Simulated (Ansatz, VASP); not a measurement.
**W (Cl/W(110)) in two plane-wave programs**

One calculation is typed for both programs; each brings its own data sets. How far apart do they land? The cell is taken from a series of runs on this material, whose earlier steps may have relaxed, scaled, displaced or heated it; both programs get it as it stands.

Calculated with Ansatz 0.2.0; plane waves, with VASP 6.6.1 beside it; PBE.

### Step 1. The starting structure

The cell holds 16 atoms: 16 W. Cell: a = 5.473 Å, b = 5.473 Å, c = 26.977 Å, α = 90.0°, β = 90.0°, γ = 70.5°. Vacuum lies along c.

### Step 2. VASP: single point, PBE

With cell and atoms fixed, the geometry can't cause a difference; cores, projectors, grids and the points listed under the comparison can.

Lines of VASP's logs that name or quote its potential files are left out, and so is its time.

Input file INCAR:

```
SYSTEM = W
PREC = Accurate
ENCUT = 520
EDIFF = 1E-06
NELM = 120
ISMEAR = -1
SIGMA = 0.1
LREAL = .FALSE.
ALGO = Normal
GGA = PE
NBANDS = 64
LASPH = .TRUE.
LORBIT = 11
LWAVE = .FALSE.
LCHARG = .FALSE.
ISIF = 2
LDIPOL = .TRUE.
IDIPOL = 3
DIPOL = 0.5 0.5 0.458
LVHAR = .TRUE.
GGA_COMPAT = .FALSE.
NELMDL = -8
KPAR = 4
```

Input file POSCAR:

```
W
1.0
    4.4689148570     -3.1600000000      0.0000000000
    4.4689148570      3.1600000000      0.0000000000
    0.0000000000      0.0000000000     26.9765884158
W
16
Direct
    0.0000000000      0.0000000000      0.3336226161
    0.2500000000      0.2500000000      0.4164521197
    0.0000000000      0.0000000000      0.5002025148
    0.2545261438      0.2545261438      0.5823608734
    0.0000000000      0.5000000000      0.3336226161
    0.2500000000      0.7500000000      0.4164521197
    0.0000000000      0.5000000000      0.5012533740
    0.2541556685      0.7458443315      0.5820436494
    0.5000000000      0.0000000000      0.3336226161
    0.7500000000      0.2500000000      0.4164521197
    0.5000000000      0.0000000000      0.5012533740
    0.7458443315      0.2541556685      0.5820436494
    0.5000000000      0.5000000000      0.3336226161
    0.7500000000      0.7500000000      0.4164521197
    0.5000000000      0.5000000000      0.4992523659
    0.7454738562      0.7454738562      0.5823608734
```

Input file KPOINTS:

```
Automatic mesh
0
Gamma
6 6 1
0 0 0
```

PAW data sets: W (PBE family, release 64).

The run is started by

```sh
mpirun -np 4 vasp_std
```

Numbers of over 12 decimals in the logs are rounded to 6 here.

Output:

```text
[banner, memory and clock lines left out]
running    4 mpi-ranks, on    1 nodes
 distrk:  each k-point on    1 cores,    4 groups
 distr:  one band on    1 cores,    1 groups

 POSCAR found type information on POSCAR W
 POSCAR found :  1 types and      16 ions
 LDA part: xc-table for (Slater+PW92), standard interpolation
 POSCAR, INCAR and KPOINTS ok, starting setup
 FFT: planning ... GRIDC
 FFT: planning ... GRID_SOFT
 FFT: planning ... GRID
 WAVECAR not read
 entering main loop
       N       E                     dE             d eps       ncg     rms          rms(c)
DAV:   1     0.516611221838E+03    0.51661E+03   -0.34533E+04  1664   0.117E+03
DAV:   2    -0.131920843818E+03   -0.64853E+03   -0.61187E+03  2456   0.250E+02
DAV:   3    -0.204138323019E+03   -0.72217E+02   -0.69501E+02  2048   0.810E+01
DAV:   4    -0.208962092107E+03   -0.48238E+01   -0.47218E+01  2672   0.182E+01
DAV:   5    -0.209133914871E+03   -0.17182E+00   -0.16988E+00  2640   0.367E+00
DAV:   6    -0.209141847110E+03   -0.79322E-02   -0.78651E-02  2800   0.658E-01
DAV:   7    -0.209142245108E+03   -0.39800E-03   -0.39480E-03  2640   0.141E-01
DAV:   8    -0.209142280561E+03   -0.35453E-04   -0.35231E-04  2816   0.305E-02    0.739E+01
DAV:   9    -0.201410255614E+03    0.77320E+01   -0.28244E+01  2536   0.159E+01    0.377E+01
DAV:  10    -0.255982387223E+03   -0.54572E+02   -0.24247E+02  2904   0.579E+01    0.303E+01
DAV:  11    -0.237898091924E+03    0.18084E+02   -0.48169E+02  3088   0.595E+01    0.270E+01
DAV:  12    -0.192228763473E+03    0.45669E+02   -0.17704E+02  2936   0.398E+01    0.703E+00
DAV:  13    -0.196931789081E+03   -0.47030E+01   -0.48085E+01  2760   0.169E+01    0.456E+00
DAV:  14    -0.196935824502E+03   -0.40354E-02   -0.23227E+00  2688   0.454E+00    0.362E+00
[...]
DAV:  30    -0.196856779407E+03   -0.25855E-04   -0.39553E-06  1808   0.641E-03    0.208E-02
DAV:  31    -0.196856796778E+03   -0.17371E-04   -0.26256E-06  1552   0.518E-03    0.110E-02
DAV:  32    -0.196856808878E+03   -0.12100E-04   -0.23858E-06  1616   0.489E-03    0.421E-03
DAV:  33    -0.196856813329E+03   -0.44506E-05   -0.83248E-07  1216   0.351E-03    0.231E-03
DAV:  34    -0.196856815760E+03   -0.24310E-05   -0.43501E-07  1168   0.214E-03    0.167E-03
DAV:  35    -0.196856819397E+03   -0.36375E-05   -0.44905E-07  1232   0.215E-03    0.198E-03
DAV:  36    -0.196856820764E+03   -0.13669E-05   -0.29310E-07  1128   0.178E-03    0.121E-03
DAV:  37    -0.196856821253E+03   -0.48862E-06   -0.16318E-07  1120   0.125E-03
   1 F= -.19685682E+03 E0= -.19665580E+03  d E =-.402050E+00
```

Parts of OUTCAR (step 2):

```text
ion  position               nearest neighbor table
   1  0.000  0.000  0.334-   6 2.74  10 2.74   9 2.74   5 2.74   5 2.74   9 2.74   2 3.16  14 3.16
                            13 3.16  13 3.16
   2  0.250  0.250  0.416-   5 2.74   9 2.74   6 2.74  10 2.74   6 2.74  10 2.74   7 2.78  11 2.78
                            15 3.16  13 3.16   1 3.16  14 3.16  14 3.16   3 3.18
   3  0.000  0.000  0.500-   8 2.73  12 2.73  11 2.74   7 2.74   7 2.74  11 2.74   6 2.76  10 2.76
                            15 3.16  15 3.16   4 3.18  16 3.18  14 3.18   2 3.18
   4  0.255  0.255  0.582-   8 2.69  12 2.69  11 2.70   7 2.70   8 2.78  12 2.78  15 3.14  16 3.16
                            16 3.16   3 3.18
   5  0.000  0.500  0.334-   2 2.74  14 2.74  13 2.74   1 2.74   1 2.74  13 2.74   6 3.16  10 3.16
                             9 3.16   9 3.16
   6  0.250  0.750  0.416-  15 2.74  13 2.74   1 2.74  14 2.74   2 2.74   2 2.74  14 2.74   3 2.76
                             9 3.16   5 3.16  10 3.16  10 3.16  11 3.20   7 3.20
   7  0.000  0.500  0.501-   4 2.70  16 2.70   3 2.74   3 2.74  15 2.74  15 2.74   2 2.78  14 2.78
                            12 3.12   8 3.12  11 3.16  11 3.16   6 3.20  10 3.20
   8  0.254  0.746  0.582-   4 2.69  16 2.69  15 2.72   3 2.73   4 2.78  16 2.78  12 3.11   7 3.12
                            11 3.12  12 3.21
   9  0.500  0.000  0.334-   2 2.74  14 2.74  13 2.74   1 2.74  13 2.74   1 2.74   6 3.16  10 3.16
                             5 3.16   5 3.16
  10  0.750  0.250  0.416-  15 2.74  13 2.74   1 2.74  14 2.74   2 2.74  14 2.74   2 2.74   3 2.76
                             9 3.16   5 3.16   6 3.16   6 3.16  11 3.20   7 3.20
  11  0.500  0.000  0.501-   4 2.70  16 2.70   3 2.74   3 2.74  15 2.74  15 2.74   2 2.78  14 2.78
                            12 3.12   8 3.12   7 3.16   7 3.16   6 3.20  10 3.20
  12  0.746  0.254  0.582-   4 2.69  16 2.69  15 2.72   3 2.73   4 2.78  16 2.78   8 3.11  11 3.12
                             7 3.12   8 3.21
  13  0.500  0.500  0.334-   6 2.74  10 2.74   9 2.74   5 2.74   9 2.74   5 2.74   2 3.16  14 3.16
                             1 3.16   1 3.16
  14  0.750  0.750  0.416-   5 2.74   9 2.74   6 2.74  10 2.74  10 2.74   6 2.74   7 2.78  11 2.78
                            15 3.16  13 3.16   1 3.16   2 3.16   2 3.16   3 3.18
  15  0.500  0.500  0.499-   8 2.72  12 2.72  10 2.74   6 2.74  11 2.74   7 2.74  11 2.74   7 2.74
                             4 3.14  16 3.14  14 3.16   2 3.16   3 3.16   3 3.16
  16  0.745  0.745  0.582-   8 2.69  12 2.69  11 2.70   7 2.70   8 2.78  12 2.78  15 3.14   4 3.16
                             4 3.16   3 3.18

  LATTYP: Found a base centered orthorhombic cell.
 ALAT       =     6.3200000000
 B/A-ratio  =     1.4142135623
 C/A-ratio  =     4.2684475341

 Subroutine GETGRP returns: Found  4 space group operations
 (whereof  4 operations were pure point group operations)

The static configuration has the point symmetry C_2v.

 Found     13 irreducible k-points:

   k-points           NKPTS =     13   k-points in BZ     NKDIM =     13   number of bands    NBANDS=     64

   dimension x,y,z NGX =    42 NGY =   42 NGZ =  210
   dimension x,y,z NGXF=    84 NGYF=   84 NGZF=  420

   ENCUT  =  520.0 eV  38.22 Ry    6.18 a.u.  10.18 10.18 50.16*2*pi/ulx,y,z

   NELECT =      96.0000    total number of electrons

 k-points in reciprocal lattice and weights: Automatic mesh
   0.00000000  0.00000000  0.00000000       0.028
   0.16666667  0.00000000  0.00000000       0.111
   0.33333333 -0.00000000  0.00000000       0.111
   0.50000000 -0.00000000  0.00000000       0.056
   0.16666667  0.16666667  0.00000000       0.056
   0.33333333  0.16666667  0.00000000       0.111
   0.50000000  0.16666667  0.00000000       0.111
  -0.33333333  0.16666667  0.00000000       0.111
  -0.16666667  0.16666667  0.00000000       0.056
   0.33333333  0.33333333  0.00000000       0.056
   0.50000000  0.33333333  0.00000000       0.111
  -0.33333333  0.33333333  0.00000000       0.056
   0.50000000  0.50000000  0.00000000       0.028

 dipolmoment           0.000000      0.000000     -0.005959 electrons x Angstroem

 average (electrostatic) potential at core
       1 -46.2756       2 -46.3714       3 -46.3436       4 -46.2276       5 -46.2667
       6 -46.3675       7 -46.3535       8 -46.2473       9 -46.2667      10 -46.3675
      11 -46.3535      12 -46.2473      13 -46.2734      14 -46.3714      15 -46.3478
      16 -46.2276

 E-fermi :  -0.5955

 k-point     1 :       0.0000    0.0000    0.0000
  band No.  band energies     occupation
    ...
     38      -1.9448      2.00000
     39      -1.9346      2.00000
     40      -1.8391      1.99999
     41      -1.2624      1.99746
     42      -0.9805      1.95831
     43      -0.0840      0.01194
     44      -0.0326      0.00716
     45       0.0287      0.00388
     46       0.1210      0.00154
     47       0.1291      0.00143
    ...

 k-point     2 :       0.1667    0.0000    0.0000
  band No.  band energies     occupation
    ...
     41      -1.3175      1.99854
     42      -0.9882      1.96137
     43      -0.5755      0.90008
     44      -0.5566      0.80785
     45      -0.5344      0.70340
     46      -0.4558      0.39646
     47      -0.3430      0.14828
     48      -0.2878      0.08809
     49      -0.0731      0.01071
     50       0.4530      0.00006
    ...

 k-point     3 :       0.3333   -0.0000    0.0000
  band No.  band energies     occupation
    ...
     45      -1.3673      1.99911
     46      -1.0136      1.96990
     47      -0.8841      1.89428
     48      -0.5810      0.92752
     49      -0.5098      0.59585
     50      -0.3240      0.12413
     51      -0.0899      0.01266
     52       0.1289      0.00143
     53       0.3867      0.00011
     54       0.7917      0.00000
    ...

  Total      -13.9257088    -19.4500708     -8.6305386      0.0000000      0.0000000      0.0000000
  in kB      -29.2834140    -40.9002144    -18.1485653      0.0000000      0.0000000      0.0000000
  external PRESSURE =     -29.4440646 kB  Pullay stress =       0.0000000 kB

  energy-cutoff  :      520.00
  volume of cell :      761.91
      direct lattice vectors                 reciprocal lattice vectors
     4.468914857 -3.160000000  0.000000000     0.111883984 -0.158227848  0.000000000
     4.468914857  3.160000000  0.000000000     0.111883984  0.158227848  0.000000000
     0.000000000  0.000000000 26.976588416     0.000000000  0.000000000  0.037069180

 POSITION                                       TOTAL-FORCE (eV/Angst)
 -----------------------------------------------------------------------------------
      0.00000      0.00000      9.00000         0.000000      0.000000      0.525504
      2.23446      0.00000     11.23446        -0.019235      0.000000     -0.417402
      0.00000      0.00000     13.49376         0.000000      0.000000      0.394996
      2.27491      0.00000     15.71011        -0.406734      0.000000     -0.311149
      2.23446      1.58000      9.00000         0.000000      0.000000      0.550606
      4.46891      1.58000     11.23446         0.000000      0.031703     -0.443717
      2.23446      1.58000     13.52211         0.000000     -0.000000     -0.134571
      4.46891      1.55374     15.70155         0.000000      0.450783     -0.289535
      2.23446     -1.58000      9.00000         0.000000      0.000000      0.550606
      4.46891     -1.58000     11.23446         0.000000     -0.031703     -0.443717
      2.23446     -1.58000     13.52211         0.000000     -0.000000     -0.134571
      4.46891     -1.55374     15.70155         0.000000     -0.450783     -0.289535
      4.46891      0.00000      9.00000         0.000000      0.000000      0.531172
      6.70337      0.00000     11.23446         0.019235      0.000000     -0.417402
      4.46891      0.00000     13.46813         0.000000      0.000000      0.639866
      6.66292      0.00000     15.71011         0.406734      0.000000     -0.311149
 -----------------------------------------------------------------------------------
    total drift:                               -0.000000      0.000000      0.000250

  FREE ENERGIE OF THE ION-ELECTRON SYSTEM (eV)
  ---------------------------------------------------
  free  energy   TOTEN  =      -196.8568212528 eV

  energy  without entropy=     -196.4547712075  energy(sigma->0) =     -196.65579623

 vacuum level on the upper side and lower side of the slab         4.280         4.318

 total charge
# of ion       s       p       d       tot
------------------------------------------
    1        0.676   0.536   4.031   5.243
    2        0.673   0.692   4.166   5.531
    3        0.678   0.694   4.180   5.551
    4        0.683   0.540   4.063   5.286
    5        0.675   0.536   4.033   5.244
    6        0.677   0.695   4.177   5.549
    7        0.679   0.700   4.185   5.564
    8        0.679   0.543   4.049   5.271
    9        0.675   0.536   4.033   5.244
   10        0.677   0.695   4.177   5.549
   11        0.679   0.700   4.185   5.564
   12        0.679   0.543   4.049   5.271
   13        0.676   0.536   4.032   5.244
   14        0.673   0.692   4.166   5.531
   15        0.680   0.706   4.196   5.582
   16        0.683   0.540   4.063   5.286
--------------------------------------------------
tot         10.842   9.886  65.782  86.510

[... 3 further parts left out ...]
```

(Continued in part 2 of 2.)

[Lines on the potential files, build, host, timing and source positions are cut from VASP's logs without a mark.]

[Logs are printed without paths, hosts, clocks, repeated set-up lines and the standing remarks that a program may print on its own settings, such as how far it seeks lower states.]

[Hosts, paths, dates, database ids (printed as entryN), source tags and the programs' standing remarks are cut or masked in the printed files.]
